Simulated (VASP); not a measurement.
Output of a VASP run:

File OSZICAR:
```
       N       E                     dE             d eps       ncg     rms          rms(c)
DAV:   1     0.361714846537E+03    0.36171E+03   -0.17218E+04   560   0.125E+03
DAV:   2     0.231460798215E+02   -0.33857E+03   -0.32865E+03   688   0.347E+02
DAV:   3    -0.151615184587E+02   -0.38308E+02   -0.37350E+02   660   0.121E+02
DAV:   4    -0.166278604536E+02   -0.14663E+01   -0.14616E+01   672   0.251E+01
DAV:   5    -0.166711921778E+02   -0.43332E-01   -0.43236E-01   728   0.418E+00    0.105E+01
DAV:   6    -0.159464896797E+02    0.72470E+00   -0.13768E+00   748   0.615E+00    0.635E+00
DAV:   7    -0.158529185905E+02    0.93571E-01   -0.66681E-01   672   0.349E+00    0.202E+00
DAV:   8    -0.158473143760E+02    0.56042E-02   -0.12887E-01   748   0.230E+00    0.235E-01
DAV:   9    -0.158457267323E+02    0.15876E-02   -0.15380E-02   776   0.777E-01    0.110E-01
DAV:  10    -0.158461056316E+02   -0.37890E-03   -0.23239E-03   704   0.272E-01    0.729E-02
DAV:  11    -0.158461375889E+02   -0.31957E-04   -0.53096E-04   612   0.149E-01    0.181E-02
DAV:  12    -0.158461453692E+02   -0.77802E-05   -0.10409E-04   664   0.524E-02    0.108E-02
DAV:  13    -0.158461451948E+02    0.17436E-06   -0.35562E-06   548   0.148E-02
   1 F= -.15846145E+02 E0= -.15846145E+02  d E =-.394035E-08
```

**OUTCAR**
```
------------------------ aborting loop because EDIFF is reached ----------------------------------------
  FORCE on cell =-STRESS in cart. coord.  units (eV):
  Direction    XX          YY          ZZ          XY          YZ          ZX
  --------------------------------------------------------------------------------------
  Total        6.0741373      6.0741373      6.0741373     -0.0000000     -0.0000000      0.0000000
  in kB       68.9906226     68.9906226     68.9906226     -0.0000000     -0.0000000      0.0000000
  external PRESSURE =      68.9906226 kB  Pullay stress =       0.0000000 kB
  volume of cell :      141.06
      direct lattice vectors                 reciprocal lattice vectors
     5.205571000  0.000000000  0.000000000     0.192101885  0.000000000  0.000000000
     0.000000000  5.205571000  0.000000000     0.000000000  0.192101885  0.000000000
     0.000000000  0.000000000  5.205571000     0.000000000  0.000000000  0.192101885
 POSITION                                       TOTAL-FORCE (eV/Angst)
 -----------------------------------------------------------------------------------
      0.00000      0.00000      0.00000         0.000000      0.000000      0.000000
      2.60279      2.60279      2.60279         0.000000      0.000000      0.000000
      0.00000      2.60279      2.60279         0.000000      0.000000      0.000000
      2.60279      2.60279      0.00000         0.000000      0.000000      0.000000
      2.60279      0.00000      2.60279         0.000000      0.000000      0.000000
 -----------------------------------------------------------------------------------
    total drift:                                0.000000      0.000000      0.000000
  FREE ENERGIE OF THE ION-ELECTRON SYSTEM (eV)
  ---------------------------------------------------
  free  energy   TOTEN  =       -15.8461451948 eV

  energy  without entropy=      -15.8461451909  energy(sigma->0) =      -15.84614519
```
(Selected blocks of OUTCAR.)

File POSCAR:
```
TlSnCl3
1
    5.2055710000     0.0000000000     0.0000000000
    0.0000000000     5.2055710000     0.0000000000
    0.0000000000     0.0000000000     5.2055710000
Tl Sn Cl
1 1 3
Direct
  0.0000000000   0.0000000000   0.0000000000
  0.5000000000   0.5000000000   0.5000000000
  0.0000000000   0.5000000000   0.5000000000
  0.5000000000   0.5000000000   0.0000000000
  0.5000000000   0.0000000000   0.5000000000
```

Task: Write an INCAR and KPOINTS that could have produced this output.

Result: This is not unique; one that fits is the input of the run itself, PBE GGA, plane waves, VASP's PBE PAW potentials (set 64).

### INCAR
```
ALGO  =  Normal
EDIFF  =  1E-6
ENCUT  =  300
GGA  =  PE
ISIF  =  2
ISMEAR  =  0
LASPH  =  .True.
LCHARG  =  .False.
LMAXMIX  =  4
LREAL  =  .False.
LWAVE  =  .False.
NELM  =  100
PREC  =  Accurate
SIGMA  =  0.1
SYSTEM  =  TlSnCl3
```

File KPOINTS:
```
Automatic mesh
0
Gamma
5 5 5
0 0 0
```

POTCAR, in this order: Tl_d Sn_d Cl (PBE.64 set). Program: vasp_std.

At this cut-off the stress carries a Pulay error, which pulls relaxed volumes low.

The structure was generated: TlSnCl3 was put into an ordered model structure, which need not be its known phase. The cell was not relaxed at this level.
